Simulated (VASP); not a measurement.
Calculation: r2SCAN meta-GGA, VASP's PBE PAW potentials (set 64) (plane waves; VASP).

Gaps are without spin-orbit coupling.

| Item | Value |
|---|---|
| volume per atom | 24.12 Å³/atom |
| band gap (over mesh and band path) | 1.48 eV |
| smallest direct gap (over mesh and band path) | 1.48 eV |

Problem. Which relaxed crystal gives these values?
A) Zn3CdSe4, Amm2 (38)
B) MgI2, P-3m1 (164)
C) BN, R3m (160)
D) BaZrO3, Pm-3m (221)

Solution. A, Zn3CdSe4, Amm2 (38)
